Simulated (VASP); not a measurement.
# LiTlS2 (P-4m2) in VASP: further runs

The runs below take LiTlS2 through single point, with PBE, HSE06.

Program: VASP 6.6.1. These are calculated values, not measurements. Logs are shortened: lines on timing, memory, paths and dates and some standing lists are left out, and cuts for length are marked.

## (1) Starting point

It takes space group P-4m2 (No. 115, tetragonal). The conventional cell has a = 4.067 Å, b = 4.067 Å, c = 5.719 Å, α = 90.00°, β = 90.00°, γ = 90.00°. Li (site symmetry -4m2) has 4 S at 2.42 Å as nearest neighbours. Around S (site symmetry 2mm) lie 2 Li at 2.42 Å and 2 Tl at 2.55 Å. Around Tl (site symmetry -4m2) lie 4 S at 2.55 Å.

The cell was built by a generator and needn't be a form met in nature.

## (2) Single point, PBE

The input, INCAR:

```
SYSTEM = LiTlS2
  ALGO = Normal
  EDIFF = 1E-7
  ENCUT = 520
  GGA = PE
  ISIF = 2
  ISMEAR = -1
  LASPH = .TRUE.
  LCHARG = .TRUE.
  LELF = .TRUE.
  LREAL = .FALSE.
  LVHAR = .TRUE.
  LWAVE = .FALSE.
  NBANDS = 22
  NELM = 100
  PREC = Accurate
  SIGMA = 0.5
```

The input, KPOINTS:

```
k-points
0
G
  4 4 4
  0 0 0
```

The input, POSCAR:

```
LiTlS2
1.0
    4.0667718546      0.0000000000      0.0000000000
    0.0000000000      4.0667718546      0.0000000000
    0.0000000000      0.0000000000      5.7187778110
Li S Tl
1 2 1
Direct
    0.0000000000      0.0000000000      0.0000000000
    0.0000000000      0.5000000000      0.2309016903
    0.5000000000      0.0000000000      0.7690983097
    0.5000000000      0.5000000000      0.5000000000
```

Potentials or basis: VASP PAW PBE potentials, release 64 (Li_sv, S, Tl_d).

The run is started by

```
cat potpaw_PBE.64/Li_sv/POTCAR potpaw_PBE.64/S/POTCAR potpaw_PBE.64/Tl_d/POTCAR > POTCAR
mpirun -np 1 vasp_std > vasp.out
```

OUTCAR:

```text
SYSTEM = LiTlS2
   EDIFF = 1E-7
   ENCUT = 520
   GGA = PE
   ISIF = 2
   ISMEAR = -1
   LASPH = .TRUE.
   LREAL = .FALSE.
   NELM = 100
   PREC = Accurate

 ion  position               nearest neighbor table
   1  0.000  0.000  0.000-   2 2.42   3 2.42   2 2.42   3 2.42
   2  0.000  0.500  0.231-   1 2.42   1 2.42   4 2.55   4 2.55
   3  0.500  0.000  0.769-   1 2.42   1 2.42   4 2.55   4 2.55
   4  0.500  0.500  0.500-   2 2.55   3 2.55   3 2.55   2 2.55

  LATTYP: Found a simple tetragonal cell.
 ALAT       =     4.0667718546
 C/A-ratio  =     1.4062204656

  Lattice vectors:

 A1 = (   4.0667718546,   0.0000000000,   0.0000000000)
 A2 = (   0.0000000000,   4.0667718546,   0.0000000000)
 A3 = (   0.0000000000,   0.0000000000,   5.7187778110)

Analysis of symmetry for initial positions (statically):
=====================================================================
 Subroutine PRICEL returns:
 Original cell was already a primitive cell.

 Routine SETGRP: Setting up the symmetry group for a
 simple tetragonal supercell.

 Subroutine GETGRP returns: Found  8 space group operations
 (whereof  8 operations were pure point group operations)
 out of a pool of 16 trial point group operations.

The static configuration has the point symmetry D_2d.

Analysis of symmetry for dynamics (positions and initial velocities):
=====================================================================
 Subroutine PRICEL returns:
 Original cell was already a primitive cell.

 Routine SETGRP: Setting up the symmetry group for a
 simple tetragonal supercell.

 Subroutine GETGRP returns: Found  8 space group operations
 (whereof  8 operations were pure point group operations)
 out of a pool of 16 trial point group operations.

The dynamic configuration has the point symmetry D_2d.

 Subroutine INISYM returns: Found  8 space group operations
 (whereof  8 operations are pure point group operations),
 and found     1 'primitive' translations

----------------------------------------------------------------------------------------

                                     Primitive cell

  volume of cell :      94.5808

  direct lattice vectors                    reciprocal lattice vectors
     4.066771855  0.000000000  0.000000000     0.245895279  0.000000000  0.000000000
     0.000000000  4.066771855  0.000000000     0.000000000  0.245895279  0.000000000
     0.000000000  0.000000000  5.718777811     0.000000000  0.000000000  0.174862538

  length of vectors
     4.066771855  4.066771855  5.718777811     0.245895279  0.245895279  0.174862538

  position of ions in fractional coordinates (direct lattice)
     0.000000000  0.000000000  0.000000000
     0.000000000  0.500000000  0.230901690
     0.500000000  0.000000000  0.769098310
     0.500000000  0.500000000  0.500000000

  ion indices of the primitive-cell ions
   primitive index   ion index
                 1           1
                 2           2
                 3           3
                 4           4

----------------------------------------------------------------------------------------

 KPOINTS: k-points

Automatic generation of k-mesh.
 Grid dimensions read from file:
 generate k-points for:    4    4    4

 Generating k-lattice:

  Cartesian coordinates                     Fractional coordinates (reciprocal lattice)
     0.061473820  0.000000000  0.000000000     0.250000000  0.000000000  0.000000000
     0.000000000  0.061473820  0.000000000     0.000000000  0.250000000  0.000000000
     0.000000000  0.000000000  0.043715634     0.000000000  0.000000000  0.250000000

  Length of vectors
     0.061473820  0.061473820  0.043715634

  Shift w.r.t. Gamma in fractional coordinates (k-lattice)
     0.000000000  0.000000000  0.000000000

 Subroutine IBZKPT returns following result:
 ===========================================

 Found     18 irreducible k-points:

 Following reciprocal coordinates:
            Coordinates               Weight
  0.000000  0.000000  0.000000      1.000000
  0.250000  0.000000  0.000000      4.000000
  0.500000  0.000000  0.000000      2.000000
  0.250000  0.250000  0.000000      4.000000
  0.500000  0.250000  0.000000      4.000000
  0.500000  0.500000  0.000000      1.000000
[... 10 lines left out ...]
  0.500000  0.250000  0.500000      4.000000
  0.500000  0.500000  0.500000      1.000000
   k-points           NKPTS =     18   k-points in BZ     NKDIM =     18   number of bands    NBANDS=     22
   number of dos      NEDOS =    301   number of ions     NIONS =      4
   total plane-waves  NPLWV =  43200
   dimension x,y,z NGX =    30 NGY =   30 NGZ =   48
   dimension x,y,z NGXF=    60 NGYF=   60 NGZF=   96
   ions per type =               1   2   1
   NGX,Y,Z   is equivalent  to a cutoff of  12.26, 12.26, 13.95 a.u.
   NGXF,Y,Z  is equivalent  to a cutoff of  24.53, 24.53, 27.91 a.u.
 SYSTEM =  LiTlS2
   PREC   = accura    normal or accurate (medium, high low for compatibility)
   ISTART =      0    job   : 0-new  1-cont  2-samecut
   ICHARG =      2    charge: 1-file 2-atom 10-const
   ISPIN  =      1    spin polarized calculation?
   LNONCOLLINEAR =      F non collinear calculations
   LSORBIT =      F    spin-orbit coupling
   LASPH  =      T    aspherical Exc in radial PAW
   ENCUT  =  520.0 eV  38.22 Ry    6.18 a.u.   7.56  7.56 10.63*2*pi/ulx,y,z
   NELM   =    100;   NELMIN=  2; NELMDL= -5     # of ELM steps
   EDIFF  = 0.1E-06   stopping-criterion for ELM
   LREAL  =      F    real-space projection
   EDIFFG = 0.1E-05   stopping-criterion for IOM
   NSW    =      0    number of steps for IOM
   IBRION =     -1    ionic relax: 0-MD 1-quasi-New 2-CG
   NFREE  =      0    steps in history (QN), initial steepest desc. (CG)
   ISIF   =      2    stress and relaxation
   ISYM   =      2    0-nonsym 1-usesym 2-fastsym
   POTIM  = 0.5000    time-step for ionic-motion
   TEBEG  =    0.0;   TEEND  =   0.0 temperature during run
   PSTRESS=    0.0 pullay stress
   NELECT =      28.0000    total number of electrons
   NUPDOWN=      -1.0000    fix difference up-down
   EMIN   =  10.00;   EMAX   =-10.00  energy-range for DOS
   EFERMI =   0.00;   METHOD = LEGACY
   ISMEAR =    -1;   SIGMA  =   0.50  broadening in eV -4-tet -1-fermi 0-gaus
   EFERMI_NEDOS =   21; number of points for ismear=-14 and -15
   IALGO  =     38    algorithm
   IMIX   =      4    mixing-type and parameters
     AMIX     =   0.40;   BMIX     =  1.00
     AMIX_MAG =   1.60;   BMIX_MAG =  1.00
  volume/ion in A,a.u.               =      23.65       159.57
  Fermi-wavevector in a.u.,A,eV,Ry     =   1.091088  2.061858 16.197377  1.190474
  Thomas-Fermi vector in A             =   2.227326
   LORBIT       =      0    0 simple, 1 ext, 2 COOP (PROOUT), +10 PAW based schemes
   GGA     = PE    functional components
   LHFCALC =     F    Hartree Fock is set to
   AEXX    =    0.0000 exact exchange contribution
   IVDW    =     0    specifies the selected vdW correction
   LEPSILON=     F    determine dielectric tensor
   LRPA    =     F    only Hartree local field effects (RPA)
 non-spin polarized calculation
  energy-cutoff  :      520.00
  volume of cell :       94.58
 maximum number of plane-waves:      2573
   NGX = 15   NGY = 15   NGZ = 21

 number of electron      27.9999990 magnetization

 Free energy of the ion-electron system (eV)
  ---------------------------------------------------
  ext. energy  EPLUGINS =         0.00000000
  ---------------------------------------------------
  free energy    TOTEN  =       -15.03589376 eV

  energy without entropy =      -14.40680529  energy(sigma->0) =      -14.72134953

 E-fermi :   3.2898     XC(G=0):  -8.6114

 val. band max:        3.2033203288   @ k =   0.0000   0.0000   0.0000
 cond. band min:       3.6256265237   @ k =   0.5000   0.0000   0.5000
 fundamental gap:      0.4223061949
 Fermi energy:         3.2898437614

 k-point     1 :       0.0000    0.0000    0.0000
  band No.  band energies     occupation
      1     -41.7782      2.00000
      2      -9.9322      2.00000
      3      -9.6187      2.00000
      4      -8.2261      2.00000
      5      -8.2261      2.00000
      6      -8.0883      2.00000
[... 14 lines left out ...]
     21      12.0895      0.00000
     22      13.5472      0.00000

 k-point     2 :       0.2500    0.0000    0.0000
  band No.  band energies     occupation
      1     -41.7781      2.00000
      2      -9.8247      2.00000
      3      -9.6281      2.00000
      4      -8.2207      2.00000
      5      -8.1315      2.00000
      6      -7.9965      2.00000
[... 14 lines left out ...]
     21      11.6161      0.00000
     22      11.8918      0.00000

 k-point     3 :       0.5000    0.0000    0.0000
  band No.  band energies     occupation
      1     -41.7779      2.00000
      2      -9.7067      2.00000
      3      -9.6668      2.00000
      4      -8.2151      2.00000
      5      -8.0889      2.00000
      6      -7.9995      2.00000
[... 14 lines left out ...]
     21      10.8609      0.00000
     22      11.3154      0.00000

 k-point     4 :       0.2500    0.2500    0.0000
  band No.  band energies     occupation
      1     -41.7779      2.00000
      2      -9.7462      2.00000
      3      -9.6251      2.00000
      4      -8.1932      2.00000
      5      -8.0652      2.00000
      6      -8.0072      2.00000
[... 14 lines left out ...]
     21      10.8731      0.00000
     22      11.1230      0.00000

 k-point     5 :       0.5000    0.2500    0.0000
  band No.  band energies     occupation
      1     -41.7778      2.00000
      2      -9.6700      2.00000
      3      -9.6396      2.00000
      4      -8.1515      2.00000
      5      -8.0393      2.00000
      6      -8.0349      2.00000
[... 14 lines left out ...]
     21      11.9385      0.00000
     22      12.2443      0.00000

 k-point     6 :       0.5000    0.5000    0.0000
  band No.  band energies     occupation
      1     -41.7777      2.00000
      2      -9.6326      2.00000
      3      -9.6326      2.00000
      4      -8.0773      2.00000
      5      -8.0520      2.00000
      6      -8.0044      2.00000
[... 14 lines left out ...]
     21      13.3660      0.00000
     22      13.3660      0.00000

 k-point     7 :       0.0000    0.0000    0.2500
  band No.  band energies     occupation
      1     -41.7782      2.00000
      2      -9.8709      2.00000
      3      -9.6387      2.00000
      4      -8.2280      2.00000
      5      -8.2280      2.00000
      6      -8.0842      2.00000
[... 174 lines left out ...]
      6      -7.9874      2.00000
[... 14 lines left out ...]
     21      10.6338      0.00000
     22      10.8397      0.00000

 k-point    15 :       0.5000    0.0000    0.5000
  band No.  band energies     occupation
      1     -41.7779      2.00000
      2      -9.7208      2.00000
      3      -9.6456      2.00000
      4      -8.2176      2.00000
      5      -8.0652      2.00000
      6      -7.9991      2.00000
[... 14 lines left out ...]
     21      10.7275      0.00000
     22      11.1291      0.00000

 k-point    16 :       0.2500    0.2500    0.5000
  band No.  band energies     occupation
      1     -41.7779      2.00000
      2      -9.7151      2.00000
      3      -9.6393      2.00000
      4      -8.1953      2.00000
      5      -8.0416      2.00000
      6      -8.0064      2.00000
[... 14 lines left out ...]
     21      10.4722      0.00000
     22      11.2923      0.00000

 k-point    17 :       0.5000    0.2500    0.5000
  band No.  band energies     occupation
      1     -41.7778      2.00000
      2      -9.6843      2.00000
      3      -9.6377      2.00000
      4      -8.1529      2.00000
      5      -8.0386      2.00000
      6      -8.0187      2.00000
[... 14 lines left out ...]
     21      11.1147      0.00000
     22      11.9109      0.00000

 k-point    18 :       0.5000    0.5000    0.5000
  band No.  band energies     occupation
      1     -41.7776      2.00000
      2      -9.6470      2.00000
      3      -9.6470      2.00000
      4      -8.0765      2.00000
      5      -8.0528      2.00000
      6      -7.9945      2.00000
[... 14 lines left out ...]
     21      10.5453      0.00000
     22      11.9724      0.00000

------------------------ aborting loop because EDIFF is reached ----------------------------------------

  FORCE on cell =-STRESS in cart. coord.  units (eV):
  Direction    XX          YY          ZZ          XY          YZ          ZX
  --------------------------------------------------------------------------------------
  -------------------------------------------------------------------------------------
  Total        1.5433514      1.5433514      1.4484879      0.0000000      0.0000000      0.0000000
  in kB       26.1440313     26.1440313     24.5370645      0.0000000      0.0000000      0.0000000
  external PRESSURE =      25.6083757 kB  Pullay stress =       0.0000000 kB

 VOLUME and BASIS-vectors are now :
 -----------------------------------------------------------------------------
  energy-cutoff  :      520.00
  volume of cell :       94.58
      direct lattice vectors                 reciprocal lattice vectors
     4.066771855  0.000000000  0.000000000     0.245895279  0.000000000  0.000000000
     0.000000000  4.066771855  0.000000000     0.000000000  0.245895279  0.000000000
     0.000000000  0.000000000  5.718777811     0.000000000  0.000000000  0.174862538

 POSITION                                       TOTAL-FORCE (eV/Angst)
 -----------------------------------------------------------------------------------
      0.00000      0.00000      0.00000         0.000000     -0.000000      0.000000
      0.00000      2.03339      1.32048        -0.000000     -0.000000     -0.347683
      2.03339      0.00000      4.39830         0.000000     -0.000000      0.347683
      2.03339      2.03339      2.85939         0.000000      0.000000      0.000000
 -----------------------------------------------------------------------------------
    total drift:                                0.000000      0.000000      0.000000

  FREE ENERGIE OF THE ION-ELECTRON SYSTEM (eV)
  ---------------------------------------------------
  free  energy   TOTEN  =       -15.0358937590 eV

  energy  without entropy=      -14.4068052927  energy(sigma->0) =      -14.72134953
```

Wall time 17 s (1 thread of Intel Xeon 6975P-C (Granite Rapids), shared host); peak memory 0.21 GiB.

What came out:

- Free energy: -15.0359 eV
- Largest force: 0.348 eV/Å
- Band gap on the k mesh: 0.97 eV, direct

Forces on the atoms (eV/Å):
```
Li   0.000  0.000  0.000
S    0.000  0.000 -0.348
S    0.000  0.000  0.348
Tl   0.000  0.000  0.000
```

Caveat: the cutoff is under 1.25 times the usual one of these potentials, so pressure, stress and relaxed cells hold a basis-set (Pulay) error; spin-orbit coupling is left out, which as a rule narrows the gap of such compounds by several tenths of an eV.

## (3) Single point, HSE06

POSCAR is that of step 2.

The input, INCAR.step1:

```
SYSTEM = LiTlS2
ALGO = Normal
EDIFF = 1E-5
ENCUT = 520
GGA = PE
ISIF = 2
ISMEAR = 0
LASPH = .TRUE.
LREAL = .FALSE.
LWAVE = .TRUE.
NBANDS = 22
NELM = 100
PREC = Accurate
SIGMA = 0.01
```

The input, INCAR.step2:

```
SYSTEM = LiTlS2
ALGO = Normal
EDIFF = 1E-7
ENCUT = 520
GGA = PE
HFSCREEN = 0.2079
ISIF = 2
ISMEAR = 0
ISTART = 1
LASPH = .TRUE.
LCHARG = .TRUE.
LELF = .TRUE.
LHFCALC = .TRUE.
LREAL = .FALSE.
LVHAR = .TRUE.
LWAVE = .FALSE.
NBANDS = 22
NELM = 100
PREC = Accurate
PRECFOCK = Normal
SIGMA = 0.01
```

The input, KPOINTS:

```
k-points
0
G
  4 4 2
  0 0 0
```

Potentials or basis: VASP PAW PBE potentials, release 64 (Li_sv, S, Tl_d).

The run is started by

```
cat potpaw_PBE.64/Li_sv/POTCAR potpaw_PBE.64/S/POTCAR potpaw_PBE.64/Tl_d/POTCAR > POTCAR
cp INCAR.step1 INCAR
mpirun -np 1 vasp_std > vasp.out
cp INCAR.step2 INCAR
mpirun -np 1 vasp_std > vasp.out
```

It took 9.5 min on 1 thread of Intel Xeon 6975P-C (Granite Rapids), shared host; peak memory 0.33 GiB.

Results (log left out):

| Property | Result |
| --- | --- |
| Free energy | -17.7166 eV |
| Largest force | 0.169 eV/Å |
| Band gap on the k mesh | 1.80 eV, direct |

Forces in eV/Å, atoms in the order of the input:
```
Li   0.000  0.000  0.000
S    0.000  0.000  0.169
S    0.000  0.000 -0.169
Tl   0.000  0.000  0.000
```

Levels at points of the mesh, in eV from the valence-band top:
```tsv
k point	band 11	band 12	band 13	band 14	band 15	band 16	band 17	band 18
(0.00, 0.00, 0.00)	-1.80	-0.15	0.00	0.00	1.80	4.64	6.89	7.61
(0.50, 0.00, 0.00)	-2.07	-1.72	-0.90	-0.59	3.67	6.99	7.02	7.96
(0.50, 0.50, 0.00)	-2.17	-1.79	-1.79	-1.29	3.15	4.64	4.64	8.17
(0.00, 0.00, 0.50)	-1.26	-1.26	-0.72	-0.72	3.42	4.89	6.55	8.51
(0.50, 0.00, 0.50)	-0.83	-0.79	-0.60	-0.58	2.27	6.53	7.44	7.88
(0.50, 0.50, 0.50)	-2.13	-2.13	-1.87	-1.67	4.65	6.61	6.61	8.90
```

Caveat: the k mesh is coarse (spacing up to 0.55 Å⁻¹), so the values aren't converged, least of all with exact exchange; the cutoff is under 1.25 times the usual one of these potentials, so pressure, stress and relaxed cells hold a basis-set (Pulay) error; the PAW data sets were made with another functional, which shifts forces and pressure a little; spin-orbit coupling is left out, which as a rule narrows the gap of such compounds by several tenths of an eV. A k mesh can miss the band edges.

[end of part 1 of 2]
